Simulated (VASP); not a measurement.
Level of theory: PBE GGA, VASP's PBE PAW potentials (set 64) (plane waves; VASP).

Input for VASP

KPOINTS:
```
Automatic mesh
0
Gamma
15 15 15
0 0 0
```

INCAR:
```
! general
SYSTEM   =  Ag
PREC     =  Accurate
ENCUT    =  520
LREAL    =  .False.
LASPH    =  .True.

! electronic loop
EDIFF    =  1E-7   ! SCF stop (eV)
NELM     =  100   ! most electronic steps
ALGO     =  Normal   ! blocked Davidson
LMAXMIX  =  4   ! l cut-off of mixed one-centre charges

! smearing
ISMEAR   =  1
SIGMA    =  0.1

! functional
GGA      =  PE

! ions
ISIF     =  2   ! forces and stress, cell fixed

! output
LWAVE    =  .False.
LCHARG   =  .False.
```

File POSCAR:
```
Ag
1
    0.0000000000     2.0932177760     2.0932177760
    2.0932177760     0.0000000000     2.0932177760
    2.0932177760     2.0932177760     0.0000000000
Ag
1
Direct
  0.0000000000   0.0000000000   0.0000000000
```

POTCAR, in this order: Ag (PBE.64 set). Program: vasp_std.

Output

OUTCAR:
```
 ion  position               nearest neighbor table
   1  0.000  0.000  0.000-
  LATTYP: Found a face centered cubic cell.
 ALAT       =     4.1864355520
 Subroutine PRICEL returns:
 Original cell was already a primitive cell.
 Subroutine GETGRP returns: Found 48 space group operations
The static configuration has the point symmetry O_h .
The dynamic configuration has the point symmetry O_h .
 Subroutine INISYM returns: Found 48 space group operations
 Subroutine IBZKPT returns following result:
 Found    120 irreducible k-points:

 Following reciprocal coordinates:
            Coordinates               Weight
  0.000000  0.000000  0.000000      1.000000
  0.066667  0.000000  0.000000      8.000000
  0.133333  0.000000  0.000000      8.000000
  0.200000  0.000000  0.000000      8.000000
  0.266667  0.000000  0.000000      8.000000
  0.333333  0.000000  0.000000      8.000000
  0.400000  0.000000  0.000000      8.000000
  0.466667  0.000000  0.000000      8.000000
  0.066667  0.066667  0.000000      6.000000
  0.133333  0.066667  0.000000     24.000000
  0.200000  0.066667  0.000000     24.000000
  0.266667  0.066667  0.000000     24.000000
  0.333333  0.066667  0.000000     24.000000
  0.400000  0.066667  0.000000     24.000000
  0.466667  0.066667  0.000000     24.000000
 -0.466667  0.066667  0.000000     24.000000
 -0.400000  0.066667  0.000000     24.000000
 -0.333333  0.066667  0.000000     24.000000
 -0.266667  0.066667  0.000000     24.000000
 -0.200000  0.066667  0.000000     24.000000
 -0.133333  0.066667  0.000000     24.000000
 -0.066667  0.066667  0.000000     12.000000
  0.133333  0.133333  0.000000      6.000000
  0.200000  0.133333  0.000000     24.000000
  0.266667  0.133333  0.000000     24.000000
  0.333333  0.133333  0.000000     24.000000
  0.400000  0.133333  0.000000     24.000000
  0.466667  0.133333  0.000000     24.000000
 -0.466667  0.133333  0.000000     24.000000
 -0.400000  0.133333  0.000000     24.000000
 -0.333333  0.133333  0.000000     24.000000
 -0.266667  0.133333  0.000000     24.000000
 -0.200000  0.133333  0.000000     24.000000
 -0.133333  0.133333  0.000000     12.000000
  0.200000  0.200000  0.000000      6.000000
  0.266667  0.200000  0.000000     24.000000
  0.333333  0.200000  0.000000     24.000000
  0.400000  0.200000  0.000000     24.000000
  0.466667  0.200000  0.000000     24.000000
 -0.466667  0.200000  0.000000     24.000000
   k-points           NKPTS =    120   k-points in BZ     NKDIM =    120   number of bands    NBANDS=      9
   number of dos      NEDOS =    301   number of ions     NIONS =      1
   total plane-waves  NPLWV =  13824
   dimension x,y,z NGX =    24 NGY =   24 NGZ =   24
   dimension x,y,z NGXF=    48 NGYF=   48 NGZF=   48
   ions per type =               1
   PREC   = accura    normal or accurate (medium, high low for compatibility)
   ISTART =      0    job   : 0-new  1-cont  2-samecut
   ICHARG =      2    charge: 1-file 2-atom 10-const
   ISPIN  =      1    spin polarized calculation?
   LNONCOLLINEAR =      F non collinear calculations
   LSORBIT =      F    spin-orbit coupling
   INIWAV =      1    electr: 0-lowe 1-rand  2-diag
   ENCUT  =  520.0 eV  38.22 Ry    6.18 a.u.   5.50  5.50  5.50*2*pi/ulx,y,z
   NELM   =    100;   NELMIN=  2; NELMDL= -5     # of ELM steps
   EDIFF  = 0.1E-06   stopping-criterion for ELM
   LREAL  =      F    real-space projection
   NLSPLINE    = F    spline interpolate recip. space projectors
   LMAXMIX     =    4 max onsite mixed and CHGCAR
   VOSKOWN=      0    Vosko Wilk Nusair interpolation
...
```

OSZICAR:
```
       N       E                     dE             d eps       ncg     rms          rms(c)
DAV:   1     0.444407451268E+02    0.44441E+02   -0.57110E+03  2256   0.109E+03
DAV:   2    -0.253921287215E+01   -0.46980E+02   -0.44638E+02  2203   0.204E+02
DAV:   3    -0.294256411733E+01   -0.40335E+00   -0.40317E+00  2582   0.230E+01
DAV:   4    -0.294336919337E+01   -0.80508E-03   -0.80506E-03  2473   0.987E-01
DAV:   5    -0.294337528742E+01   -0.60941E-05   -0.60944E-05  2446   0.772E-02    0.432E+00
DAV:   6    -0.271685842479E+01    0.22652E+00   -0.11386E+00  2202   0.114E+01    0.292E+00
DAV:   7    -0.271131375078E+01    0.55447E-02   -0.66124E-03  2378   0.933E-01    0.168E+00
DAV:   8    -0.270906224449E+01    0.22515E-02   -0.68586E-04  2266   0.276E-01    0.568E-02
DAV:   9    -0.270907125762E+01   -0.90131E-05   -0.71088E-06  2535   0.257E-02    0.135E-02
DAV:  10    -0.270907812110E+01   -0.68635E-05   -0.40085E-06  2350   0.255E-02    0.388E-03
DAV:  11    -0.270907785842E+01    0.26268E-06   -0.46495E-08  1878   0.225E-03    0.404E-04
DAV:  12    -0.270907781731E+01    0.41111E-07   -0.50101E-09  1110   0.787E-04
   1 F= -.27090778E+01 E0= -.27088760E+01  d E =-.605480E-03
```

OUTCAR:
```
------------------------ aborting loop because EDIFF is reached ----------------------------------------
  FORCE on cell =-STRESS in cart. coord.  units (eV):
  Direction    XX          YY          ZZ          XY          YZ          ZX
  --------------------------------------------------------------------------------------
  Total       -0.2799804     -0.2799804     -0.2799804     -0.0000000     -0.0000000      0.0000000
  in kB      -24.4548499    -24.4548499    -24.4548499     -0.0000000     -0.0000000      0.0000000
  external PRESSURE =     -24.4548499 kB  Pullay stress =       0.0000000 kB
  volume of cell :       18.34
      direct lattice vectors                 reciprocal lattice vectors
     0.000000000  2.093217776  2.093217776    -0.238866689  0.238866689  0.238866689
     2.093217776  0.000000000  2.093217776     0.238866689 -0.238866689  0.238866689
     2.093217776  2.093217776  0.000000000     0.238866689  0.238866689 -0.238866689
 POSITION                                       TOTAL-FORCE (eV/Angst)
 -----------------------------------------------------------------------------------
      0.00000      0.00000      0.00000         0.000000      0.000000      0.000000
 -----------------------------------------------------------------------------------
    total drift:                               -0.000000      0.000000      0.000000
  FREE ENERGIE OF THE ION-ELECTRON SYSTEM (eV)
  ---------------------------------------------------
  free  energy   TOTEN  =        -2.7090778173 eV

  energy  without entropy=       -2.7084723371  energy(sigma->0) =       -2.70887599
```
(Selected blocks of OUTCAR.)

OUTCAR:
```
 val. band max:        7.5750706153   @ k =  -0.2667   0.2667   0.0667

 cond. band min:       7.6314177947   @ k =   0.4667   0.2667   0.0000


 Fermi energy:         7.5818570648

 k-point     1 :       0.0000    0.0000    0.0000
  band No.  band energies     occupation
      1       0.2087      2.00000
      2       2.8977      2.00000
      3       2.8977      2.00000
      4       2.8977      2.00000
      5       3.8047      2.00000
      6       3.8047      2.00000
      7      23.3029      0.00000
      8      26.4491      0.00000
      9      26.4491      0.00000

 k-point     2 :       0.0667    0.0000    0.0000
  band No.  band energies     occupation
      1       0.3395      2.00000
      2       2.8707      2.00000
      3       2.9317      2.00000
      4       2.9317      2.00000
      5       3.7924      2.00000
      6       3.7924      2.00000
      7      23.2790      0.00000
      8      25.3241      0.00000
      9      26.4704      0.00000

 k-point     3 :       0.1333    0.0000    0.0000
  band No.  band energies     occupation
      1       0.7102      2.00000
      2       2.8196      2.00000
      3       3.0134      2.00000
      4       3.0134      2.00000
      5       3.7755      2.00000
      6       3.7755      2.00000
      7      22.2938      0.00000
      8      24.1674      0.00000
      9      26.4936      0.00000

 k-point     4 :       0.2000    0.0000    0.0000
  band No.  band energies     occupation
      1       1.2139      2.00000
      2       2.8712      2.00000
      3       3.0782      2.00000
      4       3.0782      2.00000
      5       3.8156      2.00000
      6       3.8156      2.00000
      7      19.9460      0.00000
      8      24.0077      0.00000
      9      26.4022      0.00000

 k-point     5 :       0.2667    0.0000    0.0000
  band No.  band energies     occupation
      1       1.5574      2.00000
      2       3.0651      2.00000
      3       3.0651      2.00000
...
```

The compound is Ag in the fcc structure. This cell is one point of a volume scan, at 1.03 of the reference volume.
